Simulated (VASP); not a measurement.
Crystal: ZrSiW.

```
CELL_PARAMETERS angstrom
-1.78954 1.78954 4.39029
1.78954 -1.78954 4.39029
1.78954 1.78954 -4.39029
ATOMIC_POSITIONS crystal
Zr 0.33300 0.33300 0.00000
Si 0.66700 0.66700 0.00000
W 0.00000 0.00000 0.00000
```

The cell comes from a database or a generator and needn't be the stable form of this composition.

- Program: VASP 6.6.1
- Task: relaxation of cell and atoms
- Functional: PBE
- Potentials or basis: VASP PAW PBE potentials, release 64 (Zr_sv, Si, W_sv)
- Cutoff: 600 eV
- k mesh: 8 × 8 × 8
- Occupations: gaussian, width 0.1 eV
- Spin: no spin polarisation

At the start: pressure -12.0 GPa; volume 18.75 Å³/atom.

**Question.** How do energy, volume and symmetry change on relaxing?

**Answer.** Over 11 steps the energy falls by 157.0 meV/atom and the volume is 17.25 Å³/atom (-8.0 %); space group I4mm (No. 107, to 0.05 Å).

The path:
| step | energy change (eV) | largest force (eV/Å) | pressure (GPa) | volume (Å³) |
| --- | --- | --- | --- | --- |
| 1 | 0.0000 | 0.8438 | -12.01 | 56.24 |
| 2 | 0.1800 | 1.0652 | 27.46 | 45.54 |
| 3 | -0.2259 | 0.9054 | 1.05 | 51.32 |
| 4 | -0.2262 | 0.9056 | 1.50 | 51.18 |
| 5 | -0.3299 | 0.7939 | 1.72 | 50.94 |
| 6 | -0.4253 | 0.1369 | 6.07 | 50.03 |
| 7 | -0.4401 | 0.4097 | 4.16 | 50.34 |
| 8 | -0.4057 | 0.1678 | -7.73 | 54.32 |
| 9 | -0.4654 | 0.2551 | -0.96 | 51.86 |
| 10 | -0.4705 | 0.0573 | 0.07 | 51.72 |
| 11 | -0.4710 | 0.0157 | -0.16 | 51.75 |

Final structure:
```
CELL_PARAMETERS angstrom
-1.67922 1.67922 4.58832
1.67922 -1.67922 4.58832
1.67922 1.67922 -4.58832
ATOMIC_POSITIONS crystal
Zr 0.33361 0.33361 0.00000
Si 0.64556 0.64556 0.00000
W 0.02084 0.02084 0.00000
```

Caveat: the relaxation stopped at a loose force limit of 0.05 eV/Å, so its end isn't a converged minimum.
